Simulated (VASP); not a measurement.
VASP ran on this input.

INCAR:
```
SYSTEM = Cr
PREC = Accurate
ENCUT = 400
EDIFF = 1E-6
NELM = 60
ALGO = Normal
LREAL = .FALSE.
LASPH = .TRUE.
ISMEAR = 1
SIGMA = 0.1
GGA = PE
LMAXMIX = 4
ISPIN = 2
MAGMOM = 1.5 -1.5
LORBIT = 10
LWAVE = .FALSE.
LCHARG = .FALSE.
ISIF = 2
IMIX = 1
AMIX = 1.5
BMIX = 0.0001
```

KPOINTS:
```
Automatic mesh
0
Gamma
9 9 9
0 0 0
```

File POSCAR:
```
Cr
1
    2.9376000000     0.0000000000     0.0000000000
    0.0000000000     2.9376000000     0.0000000000
    0.0000000000     0.0000000000     2.9376000000
Cr
2
Direct
  0.0000000000   0.0000000000   0.0000000000
  0.5000000000   0.5000000000   0.5000000000
```

POTCAR, in this order: Cr_pv (PBE.64 set). Program: vasp_std.

What VASP printed:

File standard output:
```
 POSCAR found type information on POSCAR Cr
 POSCAR found :  1 types and       2 ions
 Reading from existing POTCAR
 Reading from existing POTCAR
 LDA part: xc-table for (Slater+PW92), standard interpolation
 POSCAR, INCAR and KPOINTS ok, starting setup
 WAVECAR not read
 entering main loop
       N       E                     dE             d eps       ncg     rms          rms(c)
DAV:   1     0.196763898664E+03    0.19676E+03   -0.12601E+04  2304   0.151E+03
DAV:   2    -0.149062301177E+02   -0.21167E+03   -0.21012E+03  2312   0.449E+02
DAV:   3    -0.221479993915E+02   -0.72418E+01   -0.71255E+01  3024   0.929E+01
DAV:   4    -0.222368046184E+02   -0.88805E-01   -0.88750E-01  2568   0.109E+01
DAV:   5    -0.222388493046E+02   -0.20447E-02   -0.20447E-02  3232   0.127E+00    0.172E+01
DAV:   6    -0.595581188892E+02   -0.37319E+02   -0.44617E+02  2536   0.222E+02    0.667E+01
DAV:   7    -0.104536343768E+02    0.49104E+02   -0.34115E+03  2728   0.481E+02    0.186E+02
DAV:   8     0.743088821197E+03    0.75354E+03   -0.10470E+04  3856   0.193E+03    0.119E+03

 -----------------------------------------------------------------------------
|                     _     ____    _    _    _____     _                     |
|                    | |   |  _ \  | |  | |  / ____|   | |                    |
|                    | |   | |_) | | |  | | | |  __    | |                    |
|                    |_|   |  _ <  | |  | | | | |_ |   |_|                    |
|                     _    | |_) | | |__| | | |__| |    _                     |
|                    (_)   |____/   \____/   \_____|   (_)                    |
|                                                                             |
|                                                                             |
|      internal error in RAD_INT: RHOPS /= RHOAE                              |
|                                                                             |
|     If you are not a developer, you should not encounter this problem.      |
|     Please submit a bug report.                                             |
|                                                                             |
 -----------------------------------------------------------------------------
```

Q: Read the log: what went wrong, and how is it fixed?

A: The cause: simple mixing (IMIX = 1) with AMIX above 1 overshoots. VASP stops with an error: internal error in RAD_INT: RHOPS /= RHOAE If you are not a developer, you should not encounter this problem. Please submit a bug report. To mend it, remove IMIX, remove AMIX, remove BMIX.

The mended run (PBE GGA, plane waves, VASP's PBE PAW potentials (set 64)) converges, and its OSZICAR ends with
```
   1 F= -.18988060E+02 E0= -.18987940E+02  d E =-.359033E-03  mag=     0.0000
```

The compound is Cr in the bcc, AFM order structure. The cell was not relaxed at this level.
